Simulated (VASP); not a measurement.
```xyz
6
Lattice="4.9397 0.0000 0.0000 0.0000 4.9397 0.0000 0.0000 0.0000 3.3962" Properties=species:S:1:pos:R:3 pbc="T T T"
Pb     4.9397     4.9397     0.0000
Pb     2.4699     2.4699     1.6981
O      1.5180     1.5180     3.3962
O      3.9879     0.9519     1.6981
O      0.9519     3.9879     1.6981
O      3.4217     3.4217     0.0000
```

Computed with LDA (Ceperley-Alder, Perdew-Zunger), VASP's LDA PAW potentials (set 64) (plane waves; VASP 6.6.1). Numerical set-up: 520 eV cut-off, 10×10×15 Γ-centred mesh, Gaussian smearing of 0.010 eV, potentials Pb_d O.

**Question.** What does the run give for the energy per atom (σ→0)?

**Answer.** 
- energy per atom (σ→0) = -6.109 eV/atom

Only differences to runs with the same potentials and settings are physical.

The compound is PbO2 in the rutile structure. It was relaxed first.
